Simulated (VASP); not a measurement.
Computed with PBE GGA, VASP's PBE PAW potentials (set 64) (plane waves; VASP 6.6.1).

VASP ran on this input.

### KPOINTS
```
Automatic mesh
0
Gamma
7 7 2
0 0 0
```

**INCAR**
```
SYSTEM = WSe2
PREC = Accurate
ENCUT = 400
EDIFF = 1E-6
NELM = 100
ALGO = Normal
LREAL = .FALSE.
LASPH = .TRUE.
ISMEAR = 0
SIGMA = 0.05
GGA = PE
LMAXMIX = 6
LWAVE = .FALSE.
LCHARG = .FALSE.
IBRION = 2
ISIF = 3
NSW = 60
EDIFFG = -0.02
```

POSCAR:
```
WSe2
1.0
  1.6627214089  -2.8799176216   0.0000000000
  1.6627214089   2.8799176216   0.0000000000
  0.0000000000   0.0000000000  14.0033313790
W Se
2 4
Direct
  0.3333330000   0.6666670000   0.2500000000
  0.6666670000   0.3333330000   0.7500000000
  0.3333330000   0.6666670000   0.8699221747
  0.6666670000   0.3333330000   0.3699221747
  0.6666670000   0.3333330000   0.1300778253
  0.3333330000   0.6666670000   0.6300778253
```

POTCAR, in this order: W_sv Se (PBE.64 set). Program: vasp_std.

Energy and stress use the plane-wave basis of the starting cell. Without a dispersion term in the relaxation, distances and binding between the weakly bound layers, chains or molecules are unreliable, and so is what depends on them.

Question: What does the run give for the energy per atom (σ→0), volume per atom?

Answer: 
```
Quantity                       Result
---------------------  --------------
energy per atom (σ→0)  -7.209 eV/atom
volume per atom        23.53 Å^3/atom
```

**OSZICAR**
```
...
DAV:   3    -0.432582903648E+02    0.14876E-01   -0.49140E-02  1139   0.105E+00    0.499E-01
DAV:   4    -0.432528121719E+02    0.54782E-02   -0.16137E-02  1097   0.629E-01    0.302E-01
DAV:   5    -0.432526191457E+02    0.19303E-03   -0.11872E-03  1350   0.183E-01    0.144E-01
DAV:   6    -0.432525894707E+02    0.29675E-04   -0.34701E-04  1248   0.823E-02    0.161E-02
DAV:   7    -0.432525863994E+02    0.30714E-05   -0.57322E-05  1146   0.397E-02    0.845E-03
DAV:   8    -0.432525929436E+02   -0.65443E-05   -0.78648E-06   969   0.146E-02    0.275E-03
DAV:   9    -0.432525929837E+02   -0.40071E-07   -0.61910E-07   741   0.384E-03
  14 F= -.43252593E+02 E0= -.43252593E+02  d E =-.389322E-02
```

The compound is WSe2 in the 2H layered structure. This run relaxes it. Symmetry was kept, so distortions that lower it aren't found. The start is the result of an earlier pass.
